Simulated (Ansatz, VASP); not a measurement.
**Cross-check of MoCl6 between VASP and Ansatz**

Aim: how closely do two programs agree when they are given the same cell, functional and k mesh? The cell is taken from a series of runs on this material, whose earlier steps may have relaxed, scaled, displaced or heated it; both programs get it as it stands.

Method: plane waves, with VASP 6.6.1 beside it; single point at r2SCAN with D4, single point at r2SCAN and single point at r2SCAN with rVV10, in Ansatz 0.2.0.

## Step 1: Starting point

Symmetry: P-31m, No. 162, trigonal system. The conventional cell has a = 6.173 Å, b = 6.173 Å, c = 6.466 Å, α = 90.00°, β = 90.00°, γ = 120.00°. Mo has 6 Cl at 2.29 Å nearest. Nearest to Cl lie 1 Mo at 2.29 Å. Farther neighbours and most contacts between anions are not listed.

As a file:

```cif
data_structure
_symmetry_space_group_name_H-M 'P 1'
_symmetry_Int_Tables_number 1
_cell_length_a 6.1735
_cell_length_b 6.1735
_cell_length_c 6.4659
_cell_angle_alpha 90.000
_cell_angle_beta 90.000
_cell_angle_gamma 120.000
_cell_volume 213.41
loop_
_atom_site_label
_atom_site_type_symbol
_atom_site_fract_x
_atom_site_fract_y
_atom_site_fract_z
_atom_site_occupancy
Mo1 Mo 0.00000 0.00000 0.50000 1
Cl2 Cl 0.30361 0.30361 0.29520 1
Cl3 Cl 0.00000 0.69639 0.29520 1
Cl4 Cl 0.69639 0.00000 0.29520 1
Cl5 Cl 0.00000 0.30361 0.70480 1
Cl6 Cl 0.30361 0.00000 0.70480 1
Cl7 Cl 0.69639 0.69639 0.70480 1
```

## Step 2: VASP: single point, r2SCAN with D4

With cell and atoms fixed, the geometry can't cause a difference; cores, projectors, grids and the points listed under the comparison can.

Lines of VASP's logs that name or quote its potential files are left out, and so is its time.

Contents of INCAR:

```
SYSTEM = MoCl6
PREC = Accurate
ENCUT = 440
EDIFF = 1E-06
NELM = 120
ISMEAR = 0
SIGMA = 0.01
LREAL = .FALSE.
ALGO = Normal
METAGGA = R2SCAN
IVDW = 13
VDW_S6 = 1
VDW_S8 = 0.6018749
VDW_A1 = 0.51559235
VDW_A2 = 5.77342911
LASPH = .TRUE.
NBANDS = 35
LORBIT = 11
LWAVE = .FALSE.
LCHARG = .FALSE.
ISIF = 2
GGA_COMPAT = .FALSE.
EFERMI = MIDGAP
LMIXTAU = .TRUE.
KPAR = 2
```

Contents of POSCAR:

```
MoCl6
1.0
    6.1734763146      0.0000000000      0.0000000000
   -3.0867381573      5.3463873181      0.0000000000
    0.0000000000      0.0000000000      6.4659194200
Mo Cl
1 6
Direct
    0.0000000000      0.0000000000      0.5000000000
    0.3036071400      0.3036071400      0.2952041573
    0.0000000000      0.6963928600      0.2952041573
    0.6963928600      0.0000000000      0.2952041573
    0.0000000000      0.3036071400      0.7047958427
    0.3036071400      0.0000000000      0.7047958427
    0.6963928600      0.6963928600      0.7047958427
```

Contents of KPOINTS:

```
Automatic mesh
0
Gamma
6 6 4
0 0 0
```

PAW data sets: Mo_sv and Cl (PBE family, release 64).

On the command line:

```bash
$ mpirun -np 2 vasp_std
```

Numbers of over 12 decimals in the logs are rounded to 6 here.

Output:

```text
[banner, memory and clock lines left out]
running    2 mpi-ranks, on    1 nodes
 distrk:  each k-point on    1 cores,    2 groups
 distr:  one band on    1 cores,    1 groups

 POSCAR found type information on POSCAR MoCl
 POSCAR found :  2 types and       7 ions
|                                                                             |
|               ----> ADVICE to this user running VASP <----                  |
|                                                                             |
|     You enforced a specific xc type in the INCAR file but a different       |
|     [... a line on the potential file left out ...]
|     I HOPE YOU KNOW WHAT YOU ARE DOING!                                     |
|                                                                             |

 LDA part: xc-table for (None), standard interpolation
 POSCAR, INCAR and KPOINTS ok, starting setup
 FFT: planning ... GRIDC
 FFT: planning ... GRID_SOFT
 FFT: planning ... GRID
 WAVECAR not read
 entering main loop
       N       E                     dE             d eps       ncg     rms          rms(c)
DAV:   1     0.343868332157E+03    0.34387E+03   -0.26243E+04  1960   0.124E+03
DAV:   2    -0.599568345965E+02   -0.40383E+03   -0.39628E+03  2251   0.278E+02
DAV:   3    -0.902662186467E+02   -0.30309E+02   -0.30152E+02  1952   0.785E+01
DAV:   4    -0.907214736236E+02   -0.45525E+00   -0.45430E+00  2080   0.110E+01
DAV:   5    -0.907300406855E+02   -0.85671E-02   -0.85651E-02  2023   0.153E+00    0.305E+01
DAV:   6    -0.768080889853E+02    0.13922E+02   -0.25051E+01  1712   0.334E+01    0.144E+01
DAV:   7    -0.709141599069E+02    0.58939E+01   -0.76747E+00  1695   0.195E+01    0.628E+00
DAV:   8    -0.684463527490E+02    0.24678E+01   -0.18689E+00  1845   0.820E+00    0.331E+00
DAV:   9    -0.684985472777E+02   -0.52195E-01   -0.77407E-01  1712   0.551E+00    0.250E+00
DAV:  10    -0.687327675933E+02   -0.23422E+00   -0.39186E-01  1710   0.440E+00    0.427E-01
DAV:  11    -0.687807648679E+02   -0.47997E-01   -0.38896E-02  1710   0.145E+00    0.373E-01
DAV:  12    -0.687781721498E+02    0.25927E-02   -0.24670E-02  1786   0.106E+00    0.159E-01
DAV:  13    -0.687819556628E+02   -0.37835E-02   -0.11037E-02  1725   0.828E-01    0.834E-02
DAV:  14    -0.687864420772E+02   -0.44864E-02   -0.19599E-03  1743   0.355E-01    0.458E-02
DAV:  15    -0.687862237650E+02    0.21831E-03   -0.41113E-04  1823   0.150E-01    0.232E-02
DAV:  16    -0.687866099420E+02   -0.38618E-03   -0.14501E-04  1807   0.103E-01    0.153E-02
DAV:  17    -0.687866156995E+02   -0.57575E-05   -0.63135E-06  2024   0.145E-02    0.770E-03
DAV:  18    -0.687866070056E+02    0.86940E-05   -0.48944E-06  1776   0.173E-02    0.454E-03
DAV:  19    -0.687866184802E+02   -0.11475E-04   -0.44226E-06  1730   0.163E-02    0.130E-03
DAV:  20    -0.687866190928E+02   -0.61262E-06   -0.21705E-07  1050   0.363E-03
   1 F= -.69277129E+02 E0= -.69277129E+02  d E =0.000000E+00
```

OUTCAR, selected parts (step 2):

```text
ion  position               nearest neighbor table
   1  0.000  0.000  0.500-   2 2.29   3 2.29   5 2.29   7 2.29   6 2.29   4 2.29
   2  0.304  0.304  0.295-   1 2.29
   3  0.000  0.696  0.295-   1 2.29
   4  0.696  0.000  0.295-   1 2.29
   5  0.000  0.304  0.705-   1 2.29
   6  0.304  0.000  0.705-   1 2.29
   7  0.696  0.696  0.705-   1 2.29

  LATTYP: Found a hexagonal cell.
 ALAT       =     6.1734763146
 C/A-ratio  =     1.0473708962

 Subroutine GETGRP returns: Found 12 space group operations
 (whereof 12 operations were pure point group operations)

The static configuration has the point symmetry D_3d.

 Found     24 irreducible k-points:

   k-points           NKPTS =     24   k-points in BZ     NKDIM =     24   number of bands    NBANDS=     35

   dimension x,y,z NGX =    42 NGY =   42 NGZ =   48
   dimension x,y,z NGXF=    84 NGYF=   84 NGZF=   96

   ENCUT  =  440.0 eV  32.34 Ry    5.69 a.u.  10.56 10.56 11.06*2*pi/ulx,y,z

   NELECT =      56.0000    total number of electrons

 k-points in reciprocal lattice and weights: Automatic mesh
   0.00000000  0.00000000  0.00000000       0.007
   0.16666667  0.00000000  0.00000000       0.042
   0.33333333  0.00000000  0.00000000       0.042
   0.50000000 -0.00000000  0.00000000       0.021
   0.16666667  0.16666667  0.00000000       0.042
   0.33333333  0.16666667  0.00000000       0.083
   0.33333333  0.33333333  0.00000000       0.014
   0.00000000  0.00000000  0.25000000       0.014
   0.16666667  0.00000000  0.25000000       0.083
[...]
0.33333333  0.16666667  0.50000000       0.083
   0.33333333  0.33333333  0.50000000       0.014

 average (electrostatic) potential at core
       1 -89.4416       2 -98.3121       3 -98.3121       4 -98.3121       5 -98.3121
       6 -98.3121       7 -98.3121

 E-fermi :  -0.6066

 k-point     1 :       0.0000    0.0000    0.0000
  band No.  band energies     occupation
    ...
     24      -1.7908      2.00000
     25      -1.4945      2.00000
     26      -1.4945      2.00000
     27      -1.4750      2.00000
     28      -1.4750      2.00000
     29       0.0601      0.00000
     30       0.4264      0.00000
     31       0.4264      0.00000
     32       3.4692      0.00000
     33       3.4692      0.00000
    ...

 k-point     2 :       0.1667    0.0000    0.0000
  band No.  band energies     occupation
    ...
     24      -1.7951      2.00000
     25      -1.7662      2.00000
     26      -1.5550      2.00000
     27      -1.4723      2.00000
     28      -1.4090      2.00000
     29       0.1343      0.00000
     30       0.3925      0.00000
     31       0.4695      0.00000
     32       3.4694      0.00000
     33       3.4739      0.00000
    ...

 k-point     3 :       0.3333    0.0000    0.0000
  band No.  band energies     occupation
    ...
     24      -1.9593      2.00000
     25      -1.6787      2.00000
     26      -1.5199      2.00000
     27      -1.4569      2.00000
     28      -1.4146      2.00000
     29       0.1544      0.00000
     30       0.3686      0.00000
     31       0.5422      0.00000
     32       3.4556      0.00000
     33       3.5415      0.00000
    ...

  DFT-D4 for vdW energy calculation

  Edisp (eV):   -0.49051

  Total      -0.60081    -0.60081    -0.97840     0.00000     0.00000    -0.00000
  in kB      -4.51050    -4.51050    -7.34525     0.00000     0.00000    -0.00000
  external pressure =       -5.46 kB  Pullay stress =        0.00 kB

  energy-cutoff  :      440.00
  volume of cell :      213.41
      direct lattice vectors                 reciprocal lattice vectors
     6.173476315  0.000000000  0.000000000     0.161983289  0.093521096  0.000000000
    -3.086738157  5.346387318  0.000000000     0.000000000  0.187042191  0.000000000
     0.000000000  0.000000000  6.465919420     0.000000000  0.000000000  0.154657046

 POSITION                                       TOTAL-FORCE (eV/Angst)
 -----------------------------------------------------------------------------------
      0.00000      0.00000      3.23296        -0.000000      0.000000      0.000000
      0.93716      1.62320      1.90877         0.008868      0.015360     -0.048698
     -2.14958      3.72319      1.90877         0.008868     -0.015360     -0.048698
      4.29916      0.00000      1.90877        -0.017736      0.000000     -0.048698
     -0.93716      1.62320      4.55715        -0.008868      0.015360      0.048698
      1.87431      0.00000      4.55715         0.017736      0.000000      0.048698
      2.14958      3.72319      4.55715        -0.008868     -0.015360      0.048698
 -----------------------------------------------------------------------------------
    total drift:                               -0.000000      0.000000      0.000000

  FREE ENERGIE OF THE ION-ELECTRON SYSTEM (eV)
  ---------------------------------------------------
  free  energy   TOTEN  =       -69.2771291941 eV

  energy  without entropy=      -69.2771291941  energy(sigma->0) =      -69.27712919

 total charge
# of ion       s       p       d       tot
------------------------------------------
    1        2.335   6.277   3.391  12.003
    2        1.621   3.506   0.000   5.127
    3        1.621   3.506   0.000   5.127
    4        1.621   3.506   0.000   5.127
    5        1.621   3.506   0.000   5.127
    6        1.621   3.506   0.000   5.127
    7        1.621   3.506   0.000   5.127
--------------------------------------------------
tot         12.061  27.311   3.391  42.763

[... 3 further parts left out ...]
```

The run ends at a pressure of -0.55 GPa, with forces up to 0.052 eV/Å.

## Step 3: Ansatz: single point, r2SCAN with D4

Ansatz runs on PAW files that the input asks for by source.

The same cell, functional and mesh now go to Ansatz, which takes its cutoff from its data sets.

Contents of input.yaml:

```yaml
crystal:
  lattice:
    - [6.1734763146, 0.0, 0.0]
    - [-3.0867381573, 5.3463873181, 0.0]
    - [0.0, 0.0, 6.46591942]
  atoms:
    - { symbol: Mo, position: [0.0, 0.0, 0.5] }
    - { symbol: Cl, position: [0.30360714, 0.30360714, 0.2952041573] }
    - { symbol: Cl, position: [1.0, 0.69639286, 0.2952041573] }
    - { symbol: Cl, position: [0.69639286, 0.0, 0.2952041573] }
    - { symbol: Cl, position: [1.0, 0.30360714, 0.7047958427] }
    - { symbol: Cl, position: [0.30360714, 0.0, 0.7047958427] }
    - { symbol: Cl, position: [0.69639286, 0.69639286, 0.7047958427] }
kpoints:
  mp_grid: { grid: [6, 6, 4] }
hamiltonian:
  xc: r2scan
  pseudopotentials: { kind: paw, source: ansatz }
  dispersion: d4
scf:
  occupations: { method: fixed }
  n_extra_bands: 6
  lower_state_search: "off"
  convergence: { dr2_threshold: 1.0e-09 }
output:
  eigenvalues: true
```

On the command line:

```bash
$ ansatz run input.yaml --threads 4 --pin off --max-ram 18432MiB --backend cpu --events-out ev --progress --plain --runs-dir out
```

Output:

```text
scf.n_extra_bands = 6 over 28 filled bands (N_el = 56.0): the run solves 34 bands
Engine: ansatz 0.2.0, aarch64-unknown-linux-gnu
Pseudopotentials: kind: paw
Pseudopotential: Mo, paw, valence charge 14, recommended cutoff 500 eV (normal), Mo.paw.azcp
Pseudopotential: Cl, paw, valence charge 7, recommended cutoff 660 eV (normal), Cl.paw.azcp
Functional definition: r2SCAN
  parameter k0 = 0.174
  parameter k1 = 0.065
  parameter a1 = 4.9479
  exchange = r2scan_x(k0 = k0, k1 = k1, a1 = a1)
  correlation = r2scan_c
Crystal: 7 atoms, lattice volume = 213.413 Å³
Basis set: ecut = 660 eV, 8205 PW (Γ), exchange–correlation on 216×216×240 points (64 copies of the dense FFT grid, shifted against one another)
Bands: 34, of which v1, the nominal top of the filled ones, is band 28 counted from 1 (27 counted from 0)
Symmetry: 12 space group operations
Space group: P-31m (ITA 162), of the structure as read, at distance tolerance 6.0e-5 Å
k-points: 24 of 144
Non-local potential: Mo, projectors of the file, l = 0: 3, l = 1: 3, l = 2: 2, l = 3: 2
Non-local potential: Cl, projectors of the file, l = 0: 2, l = 1: 2, l = 2: 2, l = 3: 1
PAW form: soft (Blöchl's): semilocal exchange-correlation on the pseudo side does not see the compensation charge
PAW frozen core: Mo, regenerated for the run's functional (the file was generated under x = pbe(κ = 0.804, μ = 0.219515), c = pbe(β = 0.066725))
PAW frozen core: Cl, regenerated for the run's functional (the file was generated under x = pbe(κ = 0.804, μ = 0.219515), c = pbe(β = 0.066725))
PAW one-centre angular grid: Mo, 590 points (default); XC on 203 of its mesh's 507 points in the sphere
PAW one-centre angular grid: Cl, 302 points (default); XC on 160 Gauss nodes
Initial density: superposition of atomic densities (chi_scale 0.1, normalization cell, long waves kept (reshape's long-wave potential 0.08 eV rms))
Initial wavefunctions: pseudopotential atomic-orbital guess
Functional: x = r2scan, c = r2scan; τ floored in thin density (d = 2e-4 eV/Å³)
SCF iter   1: F=-11474.618345 eV  HF=-11475.878017 eV  |F-HF|=1.26e0  |Δ(HF+E_count)|=         —  Δρ=4.47e-2  dr2=2.77e0  dr2_τ=3.69e-1  ethr=3.10e-3  ⟨swp⟩=6.0  Hψ=3653  notcnv=0  defer=80
preconditioner: auto → Resta (q_TF=auto, 2.183 Å⁻¹)  ε∞=4.8  [insulator: Δε(μ)=1.321 eV  Ē_g=9.001 eV  n_scr=28 (ndim 8)  ℏωp=17.6 eV  f_vac=0.156  ε∞_Penn≈4.8]
SCF iter   2: F=-11475.344854 eV  HF=-11475.524696 eV  |F-HF|=1.80e-1  |Δ(HF+E_count)|=   3.53e-1  Δρ=2.31e-2  dr2=6.18e-1  dr2_τ=4.23e-2  ethr=3.10e-3  ⟨swp⟩=3.0  Hψ=1826  notcnv=0  defer=72
SCF iter   3: F=-11475.510168 eV  HF=-11475.505027 eV  |F-HF|=5.14e-3  |Δ(HF+E_count)|=   1.97e-2  Δρ=3.39e-3  dr2=1.69e-2  dr2_τ=1.19e-3  ethr=1.10e-3  ⟨swp⟩=3.7  Hψ=1715  notcnv=0  defer=89
SCF iter   4: F=-11475.494574 eV  HF=-11475.513284 eV  |F-HF|=1.87e-2  |Δ(HF+E_count)|=   8.26e-3  Δρ=1.88e-3  dr2=2.18e-2  dr2_τ=3.28e-3  ethr=3.01e-5  ⟨swp⟩=3.0  Hψ=1619  notcnv=0  defer=92
SCF iter   5: F=-11475.511043 eV  HF=-11475.511052 eV  |F-HF|=9.09e-6  |Δ(HF+E_count)|=   2.23e-3  Δρ=5.55e-4  dr2=1.58e-3  dr2_τ=1.86e-4  ethr=3.01e-5  ⟨swp⟩=3.0  Hψ=992  notcnv=0  defer=92
SCF iter   6: F=-11475.511707 eV  HF=-11475.511633 eV  |F-HF|=7.42e-5  |Δ(HF+E_count)|=   5.81e-4  Δρ=1.72e-4  dr2=9.15e-5  dr2_τ=8.57e-6  ethr=2.82e-6  ⟨swp⟩=2.0  Hψ=1372  notcnv=0  defer=92
SCF iter   7: F=-11475.511713 eV  HF=-11475.511703 eV  |F-HF|=9.73e-6  |Δ(HF+E_count)|=   7.02e-5  Δρ=4.97e-5  dr2=9.18e-6  dr2_τ=7.90e-7  ethr=1.63e-7  ⟨swp⟩=2.1  Hψ=1373  notcnv=0  defer=72
SCF iter   8: F=-11475.511723 eV  HF=-11475.511723 eV  |F-HF|=3.42e-7  |Δ(HF+E_count)|=   1.98e-5  Δρ=1.53e-5  dr2=8.23e-7  dr2_τ=7.81e-8  ethr=1.64e-8  ⟨swp⟩=2.1  Hψ=1406  notcnv=0  defer=72
SCF iter   9: F=-11475.511599 eV  HF=-11475.511599 eV  |F-HF|=2.07e-8  |Δ(HF+E_count)|=   1.24e-4  Δρ=3.88e-6  dr2=4.64e-8  dr2_τ=3.24e-9  ethr=1.47e-9  ⟨swp⟩=2.1  Hψ=1278  notcnv=0  defer=24
SCF iter  10: F=-11475.511599 eV  HF=-11475.511599 eV  |F-HF|=8.99e-10  |Δ(HF+E_count)|=   3.65e-8  Δρ=1.07e-6  dr2=4.14e-9  dr2_τ=6.78e-10  ethr=8.28e-11  ⟨swp⟩=2.0  Hψ=1368  notcnv=0  defer=24
SCF iter  11: F=-11475.511599 eV  HF=-11475.511599 eV  |F-HF|=2.07e-10  |Δ(HF+E_count)|=  7.49e-10  Δρ=2.40e-7  dr2=2.37e-10  dr2_τ=1.64e-11  ethr=1.79e-12  ⟨swp⟩=15.0  Hψ=3828  notcnv=0
SCF 1 converged in 11 iterations: F = -11475.511599 eV  dr2 = 2.37e-10
  greatest PAW one-centre occupation: 0.987 electrons in one spin orbital (limit 2), on the Mo atom at site 0 (counted from 0), in its partial waves of l = 0
SCF converged after 11 iterations
Free energy (F): -11475.511599 eV
Harris-Foulkes:  -11475.511599 eV  (|F-HF|=2.07e-10)
Internal energy: -11475.511599 eV  (E = F + TS)
E sigma→0 (E₀):  -11475.511599 eV
Fermi energy:    0.232720 eV
--- Per-component energies (eV) ---
  E_band       = -575.245124
  E_kinetic    = 1497.252019
  E_local      = -4730.706674  (includes V_loc(G=0)·N_el)
  E_nonlocal   = 548.061033
  E_hartree    = 1599.879482
  E_xc         = -1023.213552
  E_vxc        = -1122.381368  (∫ρ·V_xc dr)
  E_paw        = -6977.119717  (= ΣΔE_a)
  E_vpaw       = -27.582763  (= ΣTr[D̂ρ^β])
  E_aug_tail   = 0.000086  (compensation charges beyond the density's cutoff)
  E_vtau       = 60.353359  (kinetic-family band-sum trace: ∫τ·v_τ [+ j·A + Jᵃ·Aᵃ] dr)
  E_ewald      = -2388.132802
  E_disp       = -0.491234  (pairwise vdW)
  E_core_change = -1.040240  (= ΣΔE_core)
  E_smearing   = -0.000000  (= −TS)
  E_closure    = 0.000000  (closes the sum)
  Σ components = -11475.511599   (vs F -11475.511599, Δ=0.00e0)
--- Band table (eV; the first three rows and the last of 24) ---
  k-point 0: bands = [... 24 lower, 0.0108, 0.0108, 0.0263, 0.0263, 1.5468, 1.9144, 1.9144, 4.9558, ... 2 higher]
  k-point 1: bands = [... 24 lower, 0.0132, 0.0132, 0.0263, 0.0263, 1.6421, 1.8860, 1.8860, 5.0321, ... 2 higher]
  k-point 2: bands = [... 24 lower, 0.0123, 0.0123, 0.0156, 0.0156, 1.7174, 1.8566, 1.8566, 5.1126, ... 2 higher]
  k-point 23: bands = [... 24 lower, -0.4441, 0.0117, 0.0117, 0.2126, 1.8591, 1.8591, 1.8968, 4.8910, ... 2 higher]
```

The column dr2 measures how far the density is from self-consistency, as an energy; F and HF (Harris–Foulkes) agree once it is small.

## Step 4: Side by side

Known differences besides the potentials themselves: VASP keeps PBE cores, Ansatz makes them for the functional; fixed occupations in Ansatz, narrow Gaussian smearing in VASP; the cutoff is 660 eV in Ansatz and 440 eV in VASP. Total energies have different zeros and are not compared.

Compared:

```
              quantity  Ansatz   VASP  difference
gap on the k mesh (eV)   1.314  1.333      -0.019
```

A gap on the mesh is an upper bound, since the band edges may lie between its points.

## Step 5: Ansatz: single point, r2SCAN

A single point gives forces, pressure and levels at one fixed geometry, so differences don't come from the geometry; what else differs is listed under the comparison. The cell compared in this pair holds 239.82 Å³, against 213.41 Å³ for the pair before.

The cell is taken from a series of runs on this material, whose earlier steps may have relaxed, scaled, displaced or heated it; both programs get it as it stands.

input.yaml, the sections that differ from step 3:

```yaml
crystal:
  lattice:
    - [6.1734763146, 0.0, 0.0]
    - [-3.0867381573, 5.3463873181, 0.0]
    - [0.0, 0.0, 7.26591942]
  atoms:
    - { symbol: Mo, position: [0.0, 0.0, 0.5] }
    - { symbol: Cl, position: [0.30360714, 0.30360714, 0.3177528074] }
    - { symbol: Cl, position: [1.0, 0.69639286, 0.3177528074] }
    - { symbol: Cl, position: [0.69639286, 0.0, 0.3177528074] }
    - { symbol: Cl, position: [1.0, 0.30360714, 0.6822471926] }
    - { symbol: Cl, position: [0.30360714, 0.0, 0.6822471926] }
    - { symbol: Cl, position: [0.69639286, 0.69639286, 0.6822471926] }
hamiltonian:
  xc: r2scan
  pseudopotentials: { kind: paw, source: ansatz }
# kpoints, scf, output: as in step 3
```

Output:

```text
[...]
Crystal: 7 atoms, lattice volume = 239.817 Å³
Basis set: ecut = 660 eV, 9133 PW (Γ), exchange–correlation on 216×216×256 points (64 copies of the dense FFT grid, shifted against one another)
Bands: 34, of which v1, the nominal top of the filled ones, is band 28 counted from 1 (27 counted from 0)
Symmetry: 12 space group operations
[...]
k-points: 24 of 144
[...]
--- Band table (eV; the first three rows and the last of 24) ---
  k-point 0: bands = [... 24 lower, -0.8781, -0.8781, -0.8732, -0.8732, 0.6961, 0.9957, 0.9957, 4.1130, ... 2 higher]
  k-point 1: bands = [... 24 lower, -0.8782, -0.8782, -0.8741, -0.8741, 0.7331, 0.9873, 0.9873, 4.1395, ... 2 higher]
  k-point 2: bands = [... 24 lower, -0.8790, -0.8790, -0.8753, -0.8753, 0.7669, 0.9787, 0.9787, 4.1667, ... 2 higher]
  k-point 23: bands = [... 24 lower, -1.3361, -0.8823, -0.8823, -0.6824, 0.9521, 0.9521, 1.0097, 4.0472, ... 2 higher]
[key lines of the parts left out:]
SCF converged after 11 iterations
Free energy (F): -11474.965987 eV
Fermi energy:    -0.678911 eV
```

(Continued in part 2 of 2.)

[Lines on the potential files, build, host, timing and source positions are cut from VASP's logs without a mark.]

[Logs are printed without paths, hosts, clocks, repeated set-up lines and the standing remarks that a program may print on its own settings, such as how far it seeks lower states.]

[Hosts, paths, dates, database ids (printed as entryN), source tags and the programs' standing remarks are cut or masked in the printed files.]
